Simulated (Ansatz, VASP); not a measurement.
**ScC8: VASP beside Ansatz**

```
Sc C
1.0
    -3.30609    3.30609    3.30609
     3.30609   -3.30609    3.30609
     3.30609    3.30609   -3.30609
Sc C
1 8
Direct
  0.00000 0.00000 0.00000
  0.61246 0.61246 0.61246
  0.00000 0.00000 0.38754
  0.00000 0.38754 0.00000
  0.38754 0.00000 0.00000
  0.00000 0.00000 0.61246
  0.38754 0.38754 0.38754
  0.00000 0.61246 0.00000
  0.61246 0.00000 0.00000
```

Alike in both runs: functional PBE; k mesh 8 × 8 × 8; occupations gaussian, width 0.1 eV; no spin polarisation.

Ansatz relaxed the structure, and its values are those at the end. VASP's run is a single point on that final structure, the one shown.

|  | VASP | Ansatz |
| --- | --- | --- |
| version | VASP 6.6.1 | Ansatz 0.2.0 |
| potentials or method | VASP PAW PBE potentials, release 64 (Sc_sv, C) | scalar-relativistic, plane waves, PAW |
| plane-wave cutoff (eV) | 520 | 420 |
| valence electrons in the cell | 43 | 43 |

Ansatz gave:

| Property | Result |
| --- | --- |
| gap on the k mesh at the Fermi level (eV) | none |
| pressure (GPa) | 0.0 |
| rms of the force components (eV/Å) | 0.009 |

Task: What did VASP give for the same quantities?

Result: gap on the k mesh at the Fermi level (eV): none; pressure (GPa): 0.2; rms of the force components (eV/Å): 0.034.

A gap of «none» marks a metal or a gap that the smearing closes. With one functional, cell and mesh, what is left measures potentials, basis and numerics.
